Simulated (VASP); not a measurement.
An input for Quantum ESPRESSO's pw.x (written as the equivalent of a VASP run, and not itself run):

```
&CONTROL
  calculation = 'vc-relax'
  pseudo_dir = './pseudo'
  outdir = './out'
  tprnfor = .true.
  tstress = .true.
  nstep = 50
  forc_conv_thr = 0.00039
/
&SYSTEM
  ibrav = 0
  nat = 8
  ntyp = 2
  ecutwfc = 84
  occupations = 'smearing'
  smearing = 'gaussian'
  degauss = 0.0147
  input_dft = 'pbe'
/
&ELECTRONS
  conv_thr = 7.3e-08
  electron_maxstep = 100
/
&IONS
/
&CELL
/
ATOMIC_SPECIES
  Al 26.982 Al.upf
  N 14.007 N.upf
CELL_PARAMETERS angstrom
     3.0796440    0.0000000    0.0000000
    -1.5398230    2.6670500    0.0000000
     0.0000000    0.0000000   10.0819670
ATOMIC_POSITIONS crystal
  Al   0.0000000  0.0000000  0.0000000
  Al   0.0000000  0.0000000  0.5000000
  Al   0.6666670  0.3333330  0.7501800
  Al   0.3333330  0.6666670  0.2501800
  N    0.0000000  0.0000000  0.8121600
  N    0.0000000  0.0000000  0.3121600
  N    0.6666670  0.3333330  0.5632900
  N    0.3333330  0.6666670  0.0632900
K_POINTS automatic
  4 4 4 1 1 1
```

Task: Translate this input to VASP (INCAR, KPOINTS, POSCAR, choice of POTCAR).

Result: This is not unique; one that fits is 
KPOINTS:
```
Automatic mesh
0
Gamma
4 4 4
0.5 0.5 0.5
```

### INCAR
```
# general
SYSTEM  =  AlN
PREC    =  Accurate
ENCUT   =  280
LREAL   =  .FALSE.
LASPH   =  .TRUE.

# electronic loop
EDIFF   =  1E-6
NELM    =  100
ALGO    =  Normal

# smearing
ISMEAR  =  0
SIGMA   =  0.2

# functional
GGA     =  PE

# ions
IBRION  =  2
NSW     =  50
ISIF    =  3
EDIFFG  =  -0.01

# output
LWAVE   =  .FALSE.
LCHARG  =  .FALSE.
```

**POSCAR**
```
AlN
1
    3.0796440000     0.0000000000     0.0000000000
   -1.5398230000     2.6670500000     0.0000000000
    0.0000000000     0.0000000000    10.0819670000
Al N
4 4
Direct
  0.0000000000   0.0000000000   0.0000000000
  0.0000000000   0.0000000000   0.5000000000
  0.6666670000   0.3333330000   0.7501800000
  0.3333330000   0.6666670000   0.2501800000
  0.0000000000   0.0000000000   0.8121600000
  0.0000000000   0.0000000000   0.3121600000
  0.6666670000   0.3333330000   0.5632900000
  0.3333330000   0.6666670000   0.0632900000
```

POTCAR, in this order: Al N (PBE.64 set). Program: vasp_std.

Limits of the translation: the potentials are each code's own (VASP's PAW set, PseudoDojo norm-conserving files in pw.x), so ENCUT and ecutwfc are chosen apart and not converted; conv_thr bounds pw.x's estimated SCF error, while EDIFF bounds the energy change between steps; forc_conv_thr acts on force components and is met together with etot_conv_thr.

The structure was generated: AlN was put into an ordered model structure, which need not be its known phase. This run relaxes it. Symmetry was kept, so distortions that lower it aren't found. The k-mesh is coarse (spacing up to 0.60 per Å, 2π included), so the numbers may not be converged in it. The run is one of a series of settings (EDIFFG = -0.01, ENCUT = 280, IBRION = 2, ISIF = 3, ISMEAR = 0, NSW = 50, SIGMA = 0.2, KPOINTS 4×4×4 Γ-centred mesh shifted by (0.5, 0.5, 0.5) against the base run), some of them coarse on purpose.
